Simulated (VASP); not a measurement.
These are PBE GGA, VASP's PBE PAW potentials (set 64) (plane waves; VASP 6.6.1) values and carry that method's errors.

A VASP calculation is set up with these files.

File KPOINTS:
```
Automatic mesh
0
gamma
 10 10 10
0 0 0
```

**POSCAR**
```
Eu
3.9663960
 -0.5773503200   0.5773503200   0.5773503200
  0.5773503200  -0.5773503200   0.5773503200
  0.5773503200   0.5773503200  -0.5773503200
Eu
1
Cart
  0.0000000000   0.0000000000   0.0000000000
```

INCAR:
```
ALGO=Normal
EDIFF=1E-6
ENCUT=400
GGA=PE
ISIF=2
ISMEAR=1
ISYM=-1
LASPH=.TRUE.
LCHARG=.FALSE.
LMAXMIX=6
LREAL=.FALSE.
LWAVE=.FALSE.
NELM=100
PREC=Accurate
SIGMA=0.1
SYSTEM=Eu
```

POTCAR, in this order: Eu_2 (PBE.64 set). Program: vasp_std.

Output of the run:

File OUTCAR:
```
 ion  position               nearest neighbor table
   1  0.000  0.000  0.000-
 Subroutine IBZKPT returns following result:
 Found   1000 irreducible k-points:

 Following reciprocal coordinates:
            Coordinates               Weight
  0.000000  0.000000  0.000000      1.000000
  0.100000  0.000000  0.000000      1.000000
  0.200000  0.000000  0.000000      1.000000
  0.300000  0.000000  0.000000      1.000000
  0.400000  0.000000  0.000000      1.000000
  0.500000  0.000000  0.000000      1.000000
 -0.400000  0.000000  0.000000      1.000000
 -0.300000  0.000000  0.000000      1.000000
 -0.200000  0.000000  0.000000      1.000000
 -0.100000  0.000000  0.000000      1.000000
  0.000000  0.100000  0.000000      1.000000
  0.100000  0.100000  0.000000      1.000000
  0.200000  0.100000 -0.000000      1.000000
  0.300000  0.100000  0.000000      1.000000
  0.400000  0.100000  0.000000      1.000000
  0.500000  0.100000 -0.000000      1.000000
 -0.400000  0.100000  0.000000      1.000000
 -0.300000  0.100000  0.000000      1.000000
...
```

File OSZICAR:
```
       N       E                     dE             d eps       ncg     rms          rms(c)
DAV:   1     0.651027202319E+01    0.65103E+01   -0.34304E+03 17128   0.663E+02
DAV:   2    -0.172972275478E+01   -0.82400E+01   -0.80908E+01 24864   0.941E+01
DAV:   3    -0.182866791127E+01   -0.98945E-01   -0.95564E-01 20176   0.729E+00
DAV:   4    -0.183042548429E+01   -0.17576E-02   -0.17462E-02 27640   0.133E+00
DAV:   5    -0.183042887629E+01   -0.33920E-05   -0.33917E-05 20288   0.382E-02    0.641E+00
DAV:   6    -0.184198978080E+01   -0.11561E-01   -0.14985E-03 26560   0.400E-01    0.382E+00
DAV:   7    -0.184847543124E+01   -0.64857E-02   -0.36892E-03 24472   0.600E-01    0.560E-02
DAV:   8    -0.184851171703E+01   -0.36286E-04   -0.11678E-04 27280   0.899E-02    0.146E-02
DAV:   9    -0.184851814252E+01   -0.64255E-05   -0.71125E-06 25008   0.212E-02    0.543E-03
DAV:  10    -0.184851793212E+01    0.21040E-06   -0.15761E-06 22480   0.988E-03
   1 F= -.18485179E+01 E0= -.18484120E+01  d E =-.317746E-03
```

File OUTCAR:
```
------------------------ aborting loop because EDIFF is reached ----------------------------------------
  FORCE on cell =-STRESS in cart. coord.  units (eV):
  Direction    XX          YY          ZZ          XY          YZ          ZX
  --------------------------------------------------------------------------------------
  Total       -0.2785798     -0.2785785     -0.2785782     -0.0000002     -0.0000004     -0.0000010
  in kB       -9.2916687     -9.2916260     -9.2916152     -0.0000074     -0.0000121     -0.0000341
  external PRESSURE =      -9.2916367 kB  Pullay stress =       0.0000000 kB
  volume of cell :       48.04
      direct lattice vectors                 reciprocal lattice vectors
    -2.290000000  2.290000000  2.290000000     0.000000000  0.218340611  0.218340611
     2.290000000 -2.290000000  2.290000000     0.218340611  0.000000000  0.218340611
     2.290000000  2.290000000 -2.290000000     0.218340611  0.218340611  0.000000000
 POSITION                                       TOTAL-FORCE (eV/Angst)
 -----------------------------------------------------------------------------------
      0.00000      0.00000      0.00000         0.000000      0.000000     -0.000001
 -----------------------------------------------------------------------------------
    total drift:                                0.000000      0.000000     -0.000001
  FREE ENERGIE OF THE ION-ELECTRON SYSTEM (eV)
  ---------------------------------------------------
  free  energy   TOTEN  =        -1.8485179321 eV

  energy  without entropy=       -1.8482001862  energy(sigma->0) =       -1.84841202
```
(Selected blocks of OUTCAR.)

The 4f electrons are frozen in the core of the lanthanide potential, so 4f levels, which can set the real gap, and their magnetism are missing.

The compound is Eu in the bcc structure. The cell was not relaxed at this level. The run is one of a series of settings (ISYM = -1 against the base run), some of them coarse on purpose.
